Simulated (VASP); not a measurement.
Output of a VASP run:

### OUTCAR
```
 ion  position               nearest neighbor table
   1  0.000  0.000  0.000-   2 2.68   2 2.68   2 2.68   2 2.68
   2  0.250  0.250  0.250-   1 2.68   1 2.68   1 2.68   1 2.68
  LATTYP: Found a face centered cubic cell.
 ALAT       =     6.1913301582
 Subroutine PRICEL returns:
 Original cell was already a primitive cell.
 Subroutine GETGRP returns: Found 24 space group operations
The static configuration has the point symmetry T_d .
The dynamic configuration has the point symmetry T_d .
 Subroutine INISYM returns: Found 24 space group operations
 Subroutine IBZKPT returns following result:
 Found     29 irreducible k-points:

 Following reciprocal coordinates:
            Coordinates               Weight
  0.000000  0.000000  0.000000      1.000000
  0.125000  0.000000  0.000000      8.000000
  0.250000  0.000000  0.000000      8.000000
  0.375000  0.000000  0.000000      8.000000
  0.500000  0.000000  0.000000      4.000000
  0.125000  0.125000  0.000000      6.000000
  0.250000  0.125000  0.000000     24.000000
  0.375000  0.125000  0.000000     24.000000
  0.500000  0.125000  0.000000     24.000000
 -0.375000  0.125000  0.000000     24.000000
 -0.250000  0.125000  0.000000     24.000000
 -0.125000  0.125000  0.000000     12.000000
  0.250000  0.250000  0.000000      6.000000
  0.375000  0.250000  0.000000     24.000000
  0.500000  0.250000  0.000000     24.000000
 -0.375000  0.250000  0.000000     24.000000
 -0.250000  0.250000  0.000000     12.000000
  0.375000  0.375000  0.000000      6.000000
  0.500000  0.375000  0.000000     24.000000
 -0.375000  0.375000  0.000000     12.000000
  0.500000  0.500000  0.000000      3.000000
  0.375000  0.250000  0.125000     24.000000
  0.500000  0.250000  0.125000     48.000000
 -0.375000  0.250000  0.125000     24.000000
  0.500000  0.375000  0.125000     24.000000
 -0.375000  0.375000  0.125000     48.000000
 -0.250000  0.375000  0.125000     24.000000
 -0.375000  0.500000  0.125000     12.000000
 -0.250000  0.500000  0.250000      6.000000
   k-points           NKPTS =     29   k-points in BZ     NKDIM =     29   number of bands    NBANDS=     13
   number of dos      NEDOS =    301   number of ions     NIONS =      2
   total plane-waves  NPLWV =  32768
   dimension x,y,z NGX =    32 NGY =   32 NGZ =   32
   dimension x,y,z NGXF=    64 NGYF=   64 NGZF=   64
   ions per type =               1   1
   PREC   = accura    normal or accurate (medium, high low for compatibility)
   ISTART =      0    job   : 0-new  1-cont  2-samecut
   ICHARG =      2    charge: 1-file 2-atom 10-const
   ISPIN  =      1    spin polarized calculation?
   LNONCOLLINEAR =      F non collinear calculations
   LSORBIT =      F    spin-orbit coupling
   INIWAV =      1    electr: 0-lowe 1-rand  2-diag
   ENCUT  =  480.0 eV  35.28 Ry    5.94 a.u.   7.82  7.82  7.82*2*pi/ulx,y,z
   NELM   =    100;   NELMIN=  2; NELMDL= -5     # of ELM steps
   EDIFF  = 0.1E-06   stopping-criterion for ELM
   LREAL  =      F    real-space projection
   NLSPLINE    = F    spline interpolate recip. space projectors
   LMAXMIX     =    4 max onsite mixed and CHGCAR
   VOSKOWN=      0    Vosko Wilk Nusair interpolation
   EDIFFG = -.1E-01   stopping-criterion for IOM
   NSW    =     40    number of steps for IOM
   NBLOCK =      1;   KBLOCK =     40    inner block; outer block
   IBRION =      2    ionic relax: 0-MD 1-quasi-New 2-CG
   NFREE  =      1    steps in history (QN), initial steepest desc. (CG)
   ISIF   =      3    stress and relaxation
   ISYM   =      2    0-nonsym 1-usesym 2-fastsym
   TEIN   =    0.0    initial temperature
   TEBEG  =    0.0;   TEEND  =   0.0 temperature during run
   SMASS  =  -3.00    Nose mass-parameter (am)
   PSTRESS=  200.0 pullay stress
   NELECT =      18.0000    total number of electrons
   EFERMI =   0.00;   METHOD = LEGACY
   ISMEAR =     0;   SIGMA  =   0.05  broadening in eV -4-tet -1-fermi 0-gaus
   IALGO  =     38    algorithm
...
```

File OSZICAR:
```
...
DAV:   8    -0.535845574708E+00    0.23599E-04   -0.41697E-04   849   0.437E-01    0.901E-02
DAV:   9    -0.535841283231E+00    0.42915E-05   -0.10093E-04   844   0.151E-01    0.266E-02
DAV:  10    -0.535838032184E+00    0.32510E-05   -0.15972E-05   834   0.807E-02    0.132E-02
DAV:  11    -0.535838293495E+00   -0.26131E-06   -0.10316E-06   794   0.993E-03    0.385E-03
DAV:  12    -0.535838246315E+00    0.47180E-07   -0.22851E-08   442   0.173E-03
   2 F= 0.36110327E+01 E0= 0.36110327E+01  d E =0.170344E+01
       N       E                     dE             d eps       ncg     rms          rms(c)
DAV:   1    -0.224282956139E+02   -0.21892E+02   -0.41517E+02   764   0.334E+02    0.681E+01
DAV:   2    -0.814721466625E+01    0.14281E+02   -0.36892E+01   784   0.958E+01    0.298E+01
DAV:   3    -0.595429438222E+01    0.21929E+01   -0.22846E+00   854   0.229E+01    0.265E+01
DAV:   4    -0.497743879683E+01    0.97686E+00   -0.17965E+00   809   0.171E+01    0.772E+00
DAV:   5    -0.496583860805E+01    0.11600E-01   -0.10656E-01   784   0.437E+00    0.246E+00
DAV:   6    -0.496464808924E+01    0.11905E-02   -0.11933E-02   904   0.183E+00    0.418E-01
DAV:   7    -0.496433198790E+01    0.31610E-03   -0.37124E-03   799   0.981E-01    0.170E-01
DAV:   8    -0.496444220268E+01   -0.11021E-03   -0.44683E-04   834   0.275E-01    0.242E-02
DAV:   9    -0.496444397005E+01   -0.17674E-05   -0.15127E-05   824   0.393E-02    0.208E-02
DAV:  10    -0.496444600333E+01   -0.20333E-05   -0.95296E-06   784   0.421E-02    0.708E-03
DAV:  11    -0.496444637044E+01   -0.36711E-06   -0.40804E-07   854   0.870E-03    0.175E-03
DAV:  12    -0.496444638931E+01   -0.18870E-07   -0.10767E-07   635   0.313E-03
   3 F= 0.97598999E+00 E0= 0.97598999E+00  d E =-.931606E+00
       N       E                     dE             d eps       ncg     rms          rms(c)
DAV:   1    -0.492187864760E+01    0.42568E-01   -0.66939E-01   834   0.118E+01    0.130E+00
DAV:   2    -0.489149005624E+01    0.30389E-01   -0.76026E-02   814   0.500E+00    0.510E-01
DAV:   3    -0.488844663377E+01    0.30434E-02   -0.77696E-03   804   0.109E+00    0.428E-01
DAV:   4    -0.488812111099E+01    0.32552E-03   -0.86708E-04   779   0.316E-01    0.531E-02
DAV:   5    -0.488810618279E+01    0.14928E-04   -0.14702E-04   844   0.216E-01    0.425E-02
DAV:   6    -0.488810944640E+01   -0.32636E-05   -0.26583E-05   814   0.716E-02    0.810E-03
DAV:   7    -0.488810922380E+01    0.22261E-06   -0.61373E-07   879   0.620E-03    0.478E-03
DAV:   8    -0.488810952971E+01   -0.30591E-06   -0.17990E-07   747   0.449E-03    0.767E-04
DAV:   9    -0.488810954767E+01   -0.17962E-07   -0.12243E-08   402   0.162E-03
   4 F= 0.96875479E+00 E0= 0.96875479E+00  d E =-.938841E+00
       N       E                     dE             d eps       ncg     rms          rms(c)
DAV:   1    -0.485622872861E+01    0.31881E-01   -0.16456E-01   834   0.588E+00    0.649E-01
DAV:   2    -0.484878090138E+01    0.74478E-02   -0.18426E-02   814   0.247E+00    0.260E-01
DAV:   3    -0.484802613297E+01    0.75477E-03   -0.19086E-03   819   0.546E-01    0.219E-01
DAV:   4    -0.484794986047E+01    0.76272E-04   -0.21431E-04   769   0.156E-01    0.271E-02
DAV:   5    -0.484794695685E+01    0.29036E-05   -0.38345E-05   859   0.111E-01    0.198E-02
DAV:   6    -0.484794810109E+01   -0.11442E-05   -0.68775E-06   804   0.372E-02    0.406E-03
DAV:   7    -0.484794800938E+01    0.91708E-07   -0.19579E-07   821   0.310E-03
   5 F= 0.96786557E+00 E0= 0.96786557E+00  d E =-.939730E+00
```

### OUTCAR
```
------------------------ aborting loop because EDIFF is reached ----------------------------------------
  FORCE on cell =-STRESS in cart. coord.  units (eV):
  Direction    XX          YY          ZZ          XY          YZ          ZX
  --------------------------------------------------------------------------------------
  Total        5.8218694      5.8218694      5.8218694      0.0000000      0.0000000      0.0000000
  in kB      200.2082548    200.2082548    200.2082548      0.0000000      0.0000000      0.0000000
  external PRESSURE =       0.2082548 kB  Pullay stress =     200.0000000 kB
  volume of cell :       46.59
      direct lattice vectors                 reciprocal lattice vectors
    -0.000000000  2.855970317  2.855970317    -0.175071848  0.175071848  0.175071848
     2.855970317  0.000000000  2.855970317     0.175071848 -0.175071848  0.175071848
     2.855970317  2.855970317 -0.000000000     0.175071848  0.175071848 -0.175071848
  FREE ENERGIE OF THE ION-ELECTRON SYSTEM (eV)
  ---------------------------------------------------
  free  energy   TOTEN  =        -4.8479480094 eV

  energy  without entropy=       -4.8479480094  energy(sigma->0) =       -4.84794801
  enthalpy is  TOTEN    =         0.9678655690 eV   P V=        5.8158135784

 reached required accuracy - stopping structural energy minimisation
```
(Selected blocks of OUTCAR.)

POSCAR:
```
CdSe
1
    0.0000000000     3.0956650791     3.0956650791
    3.0956650791     0.0000000000     3.0956650791
    3.0956650791     3.0956650791     0.0000000000
Cd Se
1 1
Direct
  1.0000000000   0.0000000000   1.0000000000
  0.2500000000   0.2500000000   0.2500000000
```

**Question.** Write an INCAR and KPOINTS that could have produced this output.

**Answer.** This is not unique; one that fits is the input of the run itself, PBE GGA, plane waves, VASP's PBE PAW potentials (set 64).

**INCAR**
```
# general
SYSTEM   =  CdSe
PREC     =  Accurate
ENCUT    =  480   # plane-wave cut-off (eV)
LREAL    =  .False.   # projection in real space or not
LASPH    =  .True.

# electronic loop
EDIFF    =  1E-7   # SCF stop (eV)
NELM     =  100
ALGO     =  Normal
LMAXMIX  =  4

# smearing
ISMEAR   =  0   # Gaussian
SIGMA    =  0.05

# functional
GGA      =  PE

# ions
IBRION   =  2   # conjugate gradients
NSW      =  40   # most ionic steps
ISIF     =  3
EDIFFG   =  -0.01   # ionic stop
PSTRESS  =  200   # kbar

# output
LWAVE    =  .False.
LCHARG   =  .False.
```

**KPOINTS**
```
K-points
0
Gamma
 8 8 8
```

POTCAR, in this order: Cd Se (PBE.64 set). Program: vasp_std.

Energy and stress use the plane-wave basis of the starting cell.

The compound is CdSe in the zinc blende structure, whereas wurtzite is the usual form. This run relaxes it under an external pressure of 20 GPa. Symmetry was kept, so distortions that lower it aren't found.
